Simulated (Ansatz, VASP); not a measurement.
## Sb2O3 (antimony oxide glass) in two plane-wave programs

Wanted: the spread between two codes on one cell, functional and k mesh. The structure shown is the start of the Ansatz relaxation below; VASP solves that cell, so the two are compared at the walk's first step.

Calculated with Ansatz 0.2.0; plane waves, with VASP 6.6.1 beside it; single point at PBE and single point at LDA.

**1. The structure**

The cell holds 50 atoms: 20 Sb and 30 O. Cell: a = 10.487 Å, b = 10.440 Å, c = 10.457 Å, α = 90.0°, β = 90.0°, γ = 90.0°. As first built, before any earlier steps moved the atoms (in the runner's words): 50 atoms (20 Sb, 30 O) placed at random at 5.05 g/cm^3 and pushed apart to contact distance.

**2. Ansatz: relaxation, PBE**

Ansatz runs on its default PAW (the set named soft_2) files.

The two programs are compared at the cell with which this relaxation starts, whose forces are those of its first step.

Contents of input.yaml:

```yaml
crystal:
  lattice:
    - [10.48732, 0.0, 0.0]
    - [0.0, 10.43957, 0.0]
    - [0.0, 0.0, 10.45674]
  atoms:
    - { symbol: Sb, position: [0.53527, 0.83388, 0.22039] }
    - { symbol: Sb, position: [0.90567, 0.1383, 0.26675] }
    - { symbol: Sb, position: [0.59027, 0.26996, 0.36016] }
    - { symbol: Sb, position: [0.06499, 0.78485, 0.32558] }
    - { symbol: Sb, position: [0.42019, 0.60273, 0.51383] }
    - { symbol: Sb, position: [0.2323, 0.03363, 0.49139] }
    - { symbol: Sb, position: [0.38784, 0.27113, 0.75834] }
    - { symbol: Sb, position: [0.15486, 0.4748, 0.96413] }
    - { symbol: Sb, position: [0.72885, 0.51562, 0.57605] }
    - { symbol: Sb, position: [0.28893, 0.2117, 0.20012] }
    - { symbol: Sb, position: [0.4106, 0.93391, 0.76392] }
    - { symbol: Sb, position: [0.71959, 0.56696, 0.18814] }
    - { symbol: Sb, position: [0.12066, 0.4524, 0.43113] }
    - { symbol: Sb, position: [0.86029, 0.35459, 0.86521] }
    - { symbol: Sb, position: [0.67377, 0.08171, 0.01698] }
    - { symbol: Sb, position: [0.57268, 0.50407, 0.88681] }
    - { symbol: Sb, position: [0.18045, 0.71213, 0.72474] }
    - { symbol: Sb, position: [0.89025, 0.06952, 0.73196] }
    - { symbol: Sb, position: [0.02137, 0.98463, 0.01524] }
    - { symbol: Sb, position: [0.78142, 0.85318, 0.47485] }
    - { symbol: O, position: [0.19259, 0.84959, 0.45375] }
    - { symbol: O, position: [0.55333, 0.65478, 0.15816] }
    - { symbol: O, position: [0.5499, 0.32042, 0.84616] }
    - { symbol: O, position: [0.9288, 0.73357, 0.44995] }
    - { symbol: O, position: [0.0064, 0.11831, 0.8789] }
    - { symbol: O, position: [0.68078, 0.45617, 0.03715] }
    - { symbol: O, position: [0.68758, 0.69699, 0.56221] }
    - { symbol: O, position: [0.70321, 0.81057, 0.30569] }
    - { symbol: O, position: [0.85026, 0.03814, 0.09747] }
    - { symbol: O, position: [0.02048, 0.44882, 0.82874] }
    - { symbol: O, position: [0.17481, 0.31976, 0.30811] }
    - { symbol: O, position: [0.92311, 0.9851, 0.37146] }
    - { symbol: O, position: [0.14286, 0.60729, 0.32459] }
    - { symbol: O, position: [0.36365, 0.68631, 0.67552] }
    - { symbol: O, position: [0.74621, 0.49904, 0.78447] }
    - { symbol: O, position: [0.29672, 0.38331, 0.8826] }
    - { symbol: O, position: [0.6001, 0.91221, 0.05936] }
    - { symbol: O, position: [0.85409, 0.25443, 0.70143] }
    - { symbol: O, position: [0.39425, 0.99595, 0.58355] }
    - { symbol: O, position: [0.28202, 0.47206, 0.52853] }
    - { symbol: O, position: [0.22342, 0.8893, 0.77909] }
    - { symbol: O, position: [0.5421, 0.48279, 0.60486] }
    - { symbol: O, position: [0.08311, 0.09014, 0.15562] }
    - { symbol: O, position: [0.38477, 0.10414, 0.85029] }
    - { symbol: O, position: [0.20259, 0.64595, 0.90275] }
    - { symbol: O, position: [0.74989, 0.01736, 0.84639] }
    - { symbol: O, position: [0.45543, 0.30286, 0.23764] }
    - { symbol: O, position: [0.32513, 0.07575, 0.33126] }
    - { symbol: O, position: [0.69725, 0.15529, 0.2513] }
    - { symbol: O, position: [0.67303, 0.44661, 0.33146] }
kpoints:
  mp_grid: { grid: [1, 1, 1] }
hamiltonian:
  xc: pbe
scf:
  occupations: { method: fermi_dirac, width: 0.05 }
output:
  forces: true
  stress: true
basis:
  ecutwfc: "520 eV"
relax:
  f_tol: 0.04
  max_steps: 40
  cell: { stress_tol: 0.1, fix: [alpha, beta, gamma] }
```

The run is started by

```console
> ansatz run input.yaml --threads 8 --pin off --max-ram 15360MiB --backend cpu --events-out ev --progress --plain --runs-dir out
```

Numbers of over 12 decimals in the logs are rounded to 6 here.

The program printed:

```text
The last accepted step is kept in <dir> (removed where the run ends without a failure and the disk answers)
Engine: ansatz 0.2.0, x86_64-unknown-linux-gnu
Pseudopotentials: kind: paw
Pseudopotential: Sb, paw, valence charge 15, recommended cutoff 420 eV (normal), Sb.paw.azcp
Pseudopotential: O, paw, valence charge 6, recommended cutoff 420 eV (normal), O.paw.azcp
Functional definition: PBE
  parameter kappa = 0.804
  parameter beta = 0.066725
  exchange = pbe_x(kappa = kappa, mu = beta*pi^2/3)
  correlation = pbe_c(beta = beta)
Crystal: 50 atoms, lattice volume = 1144.836 Å³
Basis set: ecut = 520 eV, 30951 PW (Γ), exchange–correlation on 160×160×160 points (8 copies of the dense FFT grid, shifted against one another)
Bands: 290, of which v1, the nominal top of the filled ones, is band 240 counted from 1 (239 counted from 0)
Symmetry: 1 space group operations
Space group: P1 (ITA 1), of the structure as read, at distance tolerance 1.0e-4 Å
k-points: 1
Non-local potential: Sb, projectors of the file, l = 0: 2, l = 1: 2, l = 2: 2, l = 3: 2
Non-local potential: O, projectors of the file, l = 0: 2, l = 1: 2, l = 2: 1
PAW form: soft (Blöchl's): semilocal exchange-correlation on the pseudo side does not see the compensation charge
PAW one-centre angular grid: Sb, 590 points (default); XC on 64 Gauss nodes
PAW one-centre angular grid: O, 110 points (default); XC on 64 Gauss nodes
Initial density: superposition of atomic densities (neutral atoms: chi_scale 0, normalization atom), corrected by the library's trained network
Initial wavefunctions: pseudopotential atomic-orbital guess
Functional: x = pbe(κ = 0.804, μ = 0.219515), c = pbe(β = 0.066725)
SCF iter   1: F=—  HF=-146699.805594 eV  |F-HF|=—  |Δ(HF+E_count)|=         —  Δρ=3.04e-3  dr2=1.18e-1  ethr=1.77e-3  ⟨swp⟩=6.0  Hψ=1141  notcnv=0
preconditioner: auto → Resta (q_TF=auto, 2.360 Å⁻¹)  ε∞=3.7  [insulator: Δε(μ)=2.914 eV  Ē_g=11.252 eV  σ=0.050 eV  W_gap=1.00  n_scr=250 (ndim 8)  ℏωp=18.4 eV  f_vac=0.240  D(μ)=0.00/eV (n_scr^D=0)  ε∞_Penn≈3.7]
SCF iter   2: F=—  HF=-146699.800069 eV  |F-HF|=—  |Δ(HF+E_count)|=   5.53e-3  Δρ=1.75e-3  dr2=3.00e-2  ethr=2.45e-5  ⟨swp⟩=2.0  Hψ=574  notcnv=0  defer=28
SCF iter   3: F=—  HF=-146699.801011 eV  |F-HF|=—  |Δ(HF+E_count)|=   9.42e-4  Δρ=8.10e-4  dr2=1.07e-2  ethr=6.25e-6  ⟨swp⟩=2.0  Hψ=371  notcnv=0  defer=28
SCF iter   4: F=—  HF=-146699.802654 eV  |F-HF|=—  |Δ(HF+E_count)|=   1.64e-3  Δρ=3.02e-4  dr2=1.30e-3  ethr=2.22e-6  ⟨swp⟩=2.0  Hψ=352  notcnv=0  defer=28
SCF iter   5: F=—  HF=-146699.802874 eV  |F-HF|=—  |Δ(HF+E_count)|=   2.19e-4  Δρ=1.53e-4  dr2=3.52e-4  ethr=2.72e-7  ⟨swp⟩=2.0  Hψ=366  notcnv=0  defer=28
SCF iter   6: F=—  HF=-146699.803083 eV  |F-HF|=—  |Δ(HF+E_count)|=   2.09e-4  Δρ=1.08e-4  dr2=1.54e-4  ethr=7.33e-8  ⟨swp⟩=2.0  Hψ=383  notcnv=0  defer=28
SCF iter   7: F=—  HF=-146699.803113 eV  |F-HF|=—  |Δ(HF+E_count)|=   3.04e-5  Δρ=3.19e-5  dr2=1.47e-5  ethr=3.21e-8  ⟨swp⟩=2.0  Hψ=380  notcnv=0  defer=28
SCF iter   8: F=—  HF=-146699.803271 eV  |F-HF|=—  |Δ(HF+E_count)|=   1.58e-4  Δρ=3.25e-5  dr2=1.15e-5  ethr=3.06e-9  ⟨swp⟩=2.0  Hψ=430  notcnv=0  defer=45
SCF iter   9: F=—  HF=-146699.803271 eV  |F-HF|=—  |Δ(HF+E_count)|=   2.71e-7  Δρ=5.63e-6  dr2=4.85e-7  ethr=2.40e-9  ⟨swp⟩=3.0  Hψ=385  notcnv=0  defer=45
SCF iter  10: F=—  HF=-146699.803271 eV  |F-HF|=—  |Δ(HF+E_count)|=   5.65e-7  Δρ=4.42e-6  dr2=2.27e-7  ethr=1.01e-10  ⟨swp⟩=2.0  Hψ=385  notcnv=0  defer=45
SCF iter  11: F=-146699.803271 eV  HF=-146699.803271 eV  |F-HF|=4.46e-8  |Δ(HF+E_count)|=   4.69e-9  Δρ=2.90e-6  dr2=9.96e-8  ethr=2.08e-11  ⟨swp⟩=3.0  Hψ=972  notcnv=0
SCF 1 converged in 11 iterations: F = -146699.803271 eV  dr2 = 9.96e-8
  greatest PAW one-centre occupation: 0.997 electrons in one spin orbital (limit 2), on the Sb atom at site 8 (counted from 0), in its partial waves of l = 2
relax step   1: F+E_penalty+E_count = -146699.80327121 eV  Δ(F+E_penalty+E_count) = +0.000e0 eV  max|allowed force component| = 3.553e-2 eV/Å  Δτ_max = 0.0000 Å  P = -0.016 GPa  Ω = 1144.836 Å³  fix = [alpha, beta, gamma]  reactions: alpha -0.254, beta -0.095, gamma -0.301 GPa/rad  (11 SCF iters, dr2 threshold 1.00e-7 eV, accepted)
Initial density: handed on by an earlier stage of this run
Initial wavefunctions: pseudopotential atomic-orbital guess (no wavefunctions were taken with the density)
iter 1 solved again at ethr=4.63e-7 eV; its pass at ethr=3.10e-3 eV (dr2=2.22e-3 eV) is discarded
SCF iter   1: F=—  HF=-146699.803144 eV  |F-HF|=—  |Δ(HF+E_count)|=         —  Δρ=4.55e-6  dr2=1.79e-7  ethr=4.63e-7  ⟨swp⟩=3.0  Hψ=1902  notcnv=0
eigensolver tolerance schedule: the retry pair's looser diagonalisation over-reported the residual by 12410.66 of it (diagonalisation noise at an unbounded share of the residual, at the tolerance the schedule requests for it); recorded, not acted on — ethr = c·dr2/N_el stays at c = 1.0e-1
[...]
SCF iter   6: F=—  HF=-146699.803271 eV  |F-HF|=—  |Δ(HF+E_count)|=  4.95e-10  Δρ=5.79e-7  dr2=2.22e-9  ethr=1.00e-12  ⟨swp⟩=4.0  Hψ=785  notcnv=0
SCF iter   7: F=-146699.803271 eV  HF=-146699.803271 eV  |F-HF|=2.91e-10  |Δ(HF+E_count)|=  5.24e-10  Δρ=2.84e-7  dr2=4.67e-10  ethr=1.00e-12  ⟨swp⟩=3.0  Hψ=774  notcnv=0
[...]
Internal energy: -146699.803271 eV  (E = F + TS)
E sigma→0 (E₀):  -146699.803271 eV
Fermi energy:    5.382991 eV
--- Per-component energies (eV) ---
  E_band       = -5583.878998
  E_kinetic    = 9359.833560
  E_local      = -60715.202268  (includes V_loc(G=0)·N_el)
  E_nonlocal   = 8725.961130
  E_hartree    = 26379.634360
  E_xc         = -4962.202458
  E_vxc        = -4719.751755  (∫ρ·V_xc dr)
  E_paw        = -96270.882333  (= ΣΔE_a)
  E_vpaw       = -10994.013625  (= ΣTr[D̂ρ^β])
  E_aug_tail   = 0.022836  (compensation charges beyond the density's cutoff)
  E_ewald      = -29216.968098
  E_smearing   = -0.000000  (= −TS)
  E_closure    = 0.000000  (closes the sum)
  Σ components = -146699.803271   (vs F -146699.803271, Δ=0.00e0)
--- Forces (eV/Å), atoms counted from 1 ---
  atom   1  Sb     0.00261784     0.00847410     0.00282700
  atom   2  Sb    -0.01235003    -0.00200518    -0.01062339
  atom   3  Sb     0.00647503    -0.02032491     0.00120080
  atom   4  Sb    -0.00436037     0.00248839    -0.01509818
  atom   5  Sb    -0.00936889    -0.00523762     0.00178661
  atom   6  Sb     0.00005336    -0.00625168    -0.00512769
  atom   7  Sb    -0.01562331    -0.00778450    -0.00325787
  atom   8  Sb    -0.00037403     0.00423342     0.00270598
  atom   9  Sb     0.01074452     0.02761306    -0.00535241
  atom  10  Sb     0.01052876     0.00231061    -0.00648210
  atom  11  Sb     0.00351744     0.02041967     0.01343817
  atom  12  Sb     0.00717089    -0.00136653    -0.00175620
  atom  13  Sb    -0.01460559    -0.00401807     0.00340491
  atom  14  Sb     0.00652896    -0.00620802    -0.02405505
  atom  15  Sb    -0.00148383    -0.02538574    -0.01203689
  atom  16  Sb    -0.00610103    -0.00155355    -0.00036082
  atom  17  Sb    -0.02324831    -0.00741661    -0.00032309
  atom  18  Sb     0.00914321     0.03269076     0.01845422
  atom  19  Sb    -0.00613810    -0.00043835     0.00015247
  atom  20  Sb     0.00961499    -0.00699081    -0.03151380
  atom  21  O      0.00207160     0.01357073     0.00939825
  atom  22  O      0.00593786     0.00556501     0.00639671
  atom  23  O      0.00266155     0.00849572     0.00497661
  atom  24  O     -0.00265959     0.00636645     0.00558511
[...]
atom  43  O     -0.00518982    -0.00054204     0.00588213
  atom  44  O      0.00518621     0.00044544    -0.00654065
  atom  45  O     -0.00086922    -0.00303517    -0.00780286
  atom  46  O     -0.01405416     0.00102599     0.01059739
  atom  47  O     -0.00897493    -0.00440158    -0.01378637
  atom  48  O      0.00049267     0.00159151     0.00268246
  atom  49  O     -0.00741694     0.01182123     0.00864451
  atom  50  O     -0.00657640     0.00923937    -0.00587565
  max |Σ_I F_I| component: 1.08e-5 eV/Å
--- Stress (GPa, compression-positive) ---
        0.018574       0.301079       0.095336
        0.301079      -0.058719       0.253860
        0.095336       0.253860      -0.007433
  P = ⅓ Tr σ = -0.0159 GPa (-0.159 kbar)
--- Relaxed structure (1 steps of the walk, 1 accepted, 1 SCFs on fresh bases) ---
  F+E_penalty+E_count = -146699.80327128 eV   max|allowed force component| = 3.558e-2 eV/Å   (the final SCF, on the basis selected at the relaxed cell)
  cell:  # Å, volume = 1144.8364 Å³
    - [10.48732, 0.0, 0.0]
    - [0.0, 10.43957, 0.0]
    - [0.0, 0.0, 10.45674]
  atoms:
    - { symbol: Sb, position: [0.535270, 0.833880, 0.22039] }
    - { symbol: Sb, position: [0.90567, 0.1383, 0.26675] }
    - { symbol: Sb, position: [0.59027, 0.26996, 0.36016] }
    - { symbol: Sb, position: [0.06499, 0.78485, 0.32558] }
    - { symbol: Sb, position: [0.420190, 0.60273, 0.51383] }
    - { symbol: Sb, position: [0.2323, 0.03363, 0.49139] }
    - { symbol: Sb, position: [0.38784, 0.271130, 0.758340] }
    - { symbol: Sb, position: [0.15486, 0.4748, 0.964130] }
    - { symbol: Sb, position: [0.72885, 0.51562, 0.57605] }
    - { symbol: Sb, position: [0.28893, 0.211700, 0.20012] }
    - { symbol: Sb, position: [0.410600, 0.933910, 0.763920] }
    - { symbol: Sb, position: [0.71959, 0.566960, 0.188140] }
    - { symbol: Sb, position: [0.12066, 0.452400, 0.431130] }
    - { symbol: Sb, position: [0.86029, 0.354590, 0.86521] }
    - { symbol: Sb, position: [0.67377, 0.081710, 0.016980] }
    - { symbol: Sb, position: [0.57268, 0.504070, 0.886810] }
    - { symbol: Sb, position: [0.18045, 0.712130, 0.724740] }
    - { symbol: Sb, position: [0.89025, 0.06952, 0.731960] }
    - { symbol: Sb, position: [0.02137, 0.984630, 0.015240] }
    - { symbol: Sb, position: [0.781420, 0.853180, 0.474850] }
    - { symbol: O, position: [0.192590, 0.849590, 0.453750] }
    - { symbol: O, position: [0.55333, 0.65478, 0.158160] }
    - { symbol: O, position: [0.5499, 0.320420, 0.846160] }
    - { symbol: O, position: [0.928800, 0.733570, 0.44995] }
    - { symbol: O, position: [0.0064, 0.118310, 0.878900] }
    - { symbol: O, position: [0.68078, 0.456170, 0.03715] }
    - { symbol: O, position: [0.687580, 0.69699, 0.562210] }
    - { symbol: O, position: [0.70321, 0.810570, 0.305690] }
    - { symbol: O, position: [0.850260, 0.03814, 0.09747] }
    - { symbol: O, position: [0.02048, 0.44882, 0.82874] }
    - { symbol: O, position: [0.17481, 0.319760, 0.308110] }
    - { symbol: O, position: [0.92311, 0.985100, 0.37146] }
    - { symbol: O, position: [0.14286, 0.607290, 0.32459] }
    - { symbol: O, position: [0.36365, 0.68631, 0.675520] }
    - { symbol: O, position: [0.74621, 0.499040, 0.784470] }
    - { symbol: O, position: [0.296720, 0.383310, 0.882600] }
    - { symbol: O, position: [0.6001, 0.912210, 0.05936] }
    - { symbol: O, position: [0.854090, 0.25443, 0.701430] }
    - { symbol: O, position: [0.394250, 0.995950, 0.583550] }
    - { symbol: O, position: [0.28202, 0.472060, 0.52853] }
    - { symbol: O, position: [0.223420, 0.889300, 0.77909] }
    - { symbol: O, position: [0.5421, 0.482790, 0.60486] }
    - { symbol: O, position: [0.08311, 0.090140, 0.15562] }
    - { symbol: O, position: [0.384770, 0.104140, 0.850290] }
    - { symbol: O, position: [0.20259, 0.645950, 0.902750] }
    - { symbol: O, position: [0.74989, 0.01736, 0.84639] }
    - { symbol: O, position: [0.45543, 0.30286, 0.237640] }
    - { symbol: O, position: [0.32513, 0.07575, 0.331260] }
    - { symbol: O, position: [0.69725, 0.15529, 0.2513] }
    - { symbol: O, position: [0.67303, 0.44661, 0.33146] }
[key lines of the parts left out:]
SCF converged after 7 iterations
Free energy (F): -146699.803271 eV
```

The column dr2 measures how far the density is from self-consistency, as an energy; F and HF (Harris–Foulkes) agree once it is small.

[end of part 1 of 3]

[Lines on the potential files, build, host, timing and source positions are cut from VASP's logs without a mark.]

[Logs are printed without paths, hosts, clocks, repeated set-up lines and the standing remarks that a program may print on its own settings, such as how far it seeks lower states.]

[Hosts, paths, dates, database ids (printed as entryN), source tags and the programs' standing remarks are cut or masked in the printed files.]
